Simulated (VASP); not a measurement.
Calculation: r2SCAN+rVV10, VASP's PBE PAW potentials (set 64) (plane waves; VASP 6.6.1).

Input for VASP

INCAR:
```
! general
SYSTEM    =  NiAl
PREC      =  Accurate
ENCUT     =  520   ! plane-wave cut-off (eV)
LREAL     =  .False.   ! projection in real space or not
LASPH     =  .True.   ! aspherical one-centre terms

! electronic loop
EDIFF     =  1E-6   ! SCF stop (eV)
NELM      =  100   ! most electronic steps
ALGO      =  Normal   ! blocked Davidson
LMAXMIX   =  4
LMIXTAU   =  .True.

! smearing
ISMEAR    =  1
SIGMA     =  0.1   ! width (eV)

! functional
METAGGA   =  R2SCAN
LUSE_VDW  =  .True.
BPARAM    =  11.95
CPARAM    =  0.0093

! ions
IBRION    =  2   ! conjugate gradients
NSW       =  60   ! most ionic steps
ISIF      =  3
EDIFFG    =  -0.01   ! ionic stop

! output
LWAVE     =  .False.
LCHARG    =  .False.
```

### POSCAR
```
NiAl
1.0
  2.8900000000   0.0000000000   0.0000000000
  0.0000000000   2.8900000000   0.0000000000
  0.0000000000   0.0000000000   2.8900000000
Al Ni
1 1
Cart
  1.4450000000   1.4450000000   1.4450000000
  0.0000000000   0.0000000000   0.0000000000
```

**KPOINTS**
```
kpoints
0
gamma
11 11 11
0 0 0
```

POTCAR, in this order: Al Ni (PBE.64 set). Program: vasp_std.

Energy and stress use the plane-wave basis of the starting cell.

Question: Predict the energy per atom (σ→0), volume per atom, band gap (on the k-mesh).

Answer: 
```
Quantity                                                     Value
------------------------  ----------------------------------------
energy per atom (σ→0)                               -9.872 eV/atom
band gap (on the k-mesh)  none (metal, semimetal or under 0.01 eV)
volume per atom                                     11.67 Å^3/atom
```

### OSZICAR
```
...
DAV:   3    -0.197504491805E+02    0.30700E+00   -0.21937E+00  1264   0.261E+01    0.728E-01
DAV:   4    -0.197448566347E+02    0.55925E-02   -0.16653E-02  1296   0.193E+00    0.166E-01
DAV:   5    -0.197445302556E+02    0.32638E-03   -0.12492E-03  1656   0.449E-01    0.720E-02
DAV:   6    -0.197445420182E+02   -0.11763E-04   -0.27279E-05  1308   0.782E-02    0.841E-02
DAV:   7    -0.197445327606E+02    0.92577E-05   -0.17290E-04  1240   0.264E-01    0.128E-02
DAV:   8    -0.197445396321E+02   -0.68715E-05   -0.17690E-05  1198   0.483E-02    0.507E-03
DAV:   9    -0.197445395849E+02    0.47214E-07   -0.14163E-06   600   0.213E-02
   3 F= -.19744540E+02 E0= -.19744196E+02  d E =-.140544E-01
```

The compound is NiAl in the CsCl type structure. This run relaxes it. Symmetry was kept, so distortions that lower it aren't found. The run is not spin-polarised, so no magnetic state was tried. The electron count is odd and the run is not spin-polarised, which forces a metal.
